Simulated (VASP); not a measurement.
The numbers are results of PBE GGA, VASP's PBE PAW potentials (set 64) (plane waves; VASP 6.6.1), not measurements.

A VASP calculation is set up with these files.

File POSCAR:
```
ZrB2
1.0
  1.5850000000  -2.7453010000   0.0000000000
  1.5850000000   2.7453010000   0.0000000000
  0.0000000000   0.0000000000   3.5300000000
Zr B
1 2
direct
  0.0000000000   0.0000000000   0.0000000000
  0.3333330000   0.6666670000   0.5000000000
  0.6666670000   0.3333330000   0.5000000000
```

### INCAR
```
ALGO=Normal
EDIFF=1E-6
ENCUT=520
GGA=PE
ISIF=2
ISMEAR=1
KGAMMA=T
KSPACING=0.6
LASPH=T
LCHARG=F
LMAXMIX=4
LREAL=F
LWAVE=F
NELM=100
PREC=Accurate
SIGMA=0.1
SYSTEM=ZrB2
```

POTCAR, in this order: Zr_sv B (PBE.64 set). Program: vasp_std.

### Question
What will the output report for the number of irreducible k-points (NKPTS), number of bands (NBANDS), largest plane-wave count, number of space-group operations, FFT grid (NGX, NGY, NGZ)?

### Answer

```json
{
  "number of irreducible k-points (NKPTS)": "8",
  "number of bands (NBANDS)": "13",
  "largest_plane_wave_count": "840",
  "number_of_space_group_operations": "24",
  "FFT grid (NGX, NGY, NGZ)": "24 × 24 × 28"
}
```

The compound is ZrB2 in the AlB2 type structure. The cell was not relaxed at this level. The run is one of a series of settings (KGAMMA = .TRUE., KSPACING = 0.6, KPOINTS file removed against the base run), some of them coarse on purpose.
